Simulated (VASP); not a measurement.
A convergence study with VASP on HgS (zinc blende): a few settings are varied, all else stays as given below, so the limit is that of these other settings.

```yaml
crystal:
  lattice:
    - [0.00000, 2.92500, 2.92500]
    - [2.92500, 0.00000, 2.92500]
    - [2.92500, 2.92500, 0.00000]
  atoms:
    - { symbol: Hg, position: [0.00000, 0.00000, 0.00000] }
    - { symbol: S, position: [0.25000, 0.25000, 0.25000] }
```

Computed with PBE GGA, VASP's PBE PAW potentials (set 64) (plane waves; VASP). The last row used: 550 eV cut-off, 15×15×15 Γ-centred mesh, second-order Methfessel-Paxton smearing of 0.40 eV, potentials Hg S.

| setting | E (eV/atom) | pressure (GPa) | irreducible k-points |
|---|---|---|---|
| ISMEAR = -1, SIGMA = 0.01, 4×4×4 mesh | -2.2237 | 4.97 | 8 |
| ISMEAR = -1, SIGMA = 0.1, 4×4×4 mesh | -2.2249 | 4.98 | 8 |
| ISMEAR = 0, SIGMA = 0.01, 4×4×4 mesh | -2.2237 | 4.97 | 8 |
| ISMEAR = 0, SIGMA = 0.2, 4×4×4 mesh | -2.2248 | 4.97 | 8 |
| ISMEAR = 1, SIGMA = 0.05, 4×4×4 mesh | -2.2238 | 4.97 | 8 |
| ISMEAR = 1, SIGMA = 0.2, 4×4×4 mesh | -2.2244 | 4.97 | 8 |
| ISMEAR = 2, SIGMA = 0.05, 4×4×4 mesh | -2.2238 | 4.97 | 8 |
| ISMEAR = 2, SIGMA = 0.2, 4×4×4 mesh | -2.2242 | 4.97 | 8 |
| ISMEAR = -1, SIGMA = 0.01, 9×9×9 mesh | -2.2503 | 4.67 | 35 |
| ISMEAR = -1, SIGMA = 0.2, 9×9×9 mesh | -2.2493 | 4.70 | 35 |
| ISMEAR = 0, SIGMA = 0.01, 9×9×9 mesh | -2.2503 | 4.67 | 35 |
| ISMEAR = 0, SIGMA = 0.4, 9×9×9 mesh | [?] | [?] | 35 |
| ISMEAR = 1, SIGMA = 0.05, 9×9×9 mesh | -2.2503 | 4.67 | 35 |
| ISMEAR = 1, SIGMA = 0.4, 9×9×9 mesh | -2.2504 | 4.64 | 35 |
| ISMEAR = 2, SIGMA = 0.05, 9×9×9 mesh | -2.2503 | 4.67 | 35 |
| ISMEAR = 2, SIGMA = 0.4, 9×9×9 mesh | -2.2502 | 4.66 | 35 |
| ISMEAR = -1, SIGMA = 0.05, 15×15×15 mesh | -2.2506 | 4.66 | 120 |
| ISMEAR = -1, SIGMA = 0.2, 15×15×15 mesh | -2.2494 | 4.70 | 120 |
| ISMEAR = 0, SIGMA = 0.1, 15×15×15 mesh | -2.2506 | 4.66 | 120 |
| ISMEAR = 0, SIGMA = 0.4, 15×15×15 mesh | -2.2502 | 4.67 | 120 |
| ISMEAR = 1, SIGMA = 0.1, 15×15×15 mesh | -2.2506 | 4.66 | 120 |
| ISMEAR = 1, SIGMA = 0.4, 15×15×15 mesh | -2.2505 | 4.64 | 120 |
| ISMEAR = 2, SIGMA = 0.1, 15×15×15 mesh | -2.2506 | 4.66 | 120 |
| ISMEAR = 2, SIGMA = 0.4, 15×15×15 mesh | -2.2505 | 4.65 | 120 |

### Question
Some entries are withheld; supply them.

### Answer

- ISMEAR = 0, SIGMA = 0.4, 9×9×9 mesh, E (eV/atom): -2.2501
- ISMEAR = 0, SIGMA = 0.4, 9×9×9 mesh, pressure (GPa): 4.68

Left out are rungs that failed or repeat a setting and relaxations that didn't move; long series are thinned to 24 rows.

The compound is HgS in the zinc blende structure, metacinnabar; cinnabar is the stable form. The cell was not relaxed at this level.
